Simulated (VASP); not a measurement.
Input:

```
PtB
1.0
    0.00000     2.39679     2.39679
    2.39679     0.00000     2.39679
    2.39679     2.39679     0.00000
Pt B
1 1
Cartesian
  0.00000   0.00000   0.00000
  1.19839   1.19839   1.19839
```

Method: PBE GGA, VASP's PBE PAW potentials (set 64) (plane waves; VASP 6.6.1). Settings: 520 eV cut-off, 15×15×15 Γ-centred mesh, tetrahedra with Blöchl corrections, potentials Pt B.

Unless said otherwise, spin-orbit coupling is left out, though it shifts the bands of the heavy elements here.

Problem. Predict the energy per atom (σ→0), band gap (on the k-mesh) with the smallest direct gap where there is one.

Solution. 
The band gap (on the k-mesh) is none (metal, semimetal or under 0.01 eV). The energy per atom (σ→0) comes out as -6.451 eV/atom.

The structure was generated: PtB was put into the zinc blende type (F-43m), which need not be its known phase. It was relaxed first, which changed the volume by -16 %. The electron count is odd and the run is not spin-polarised, which forces a metal.
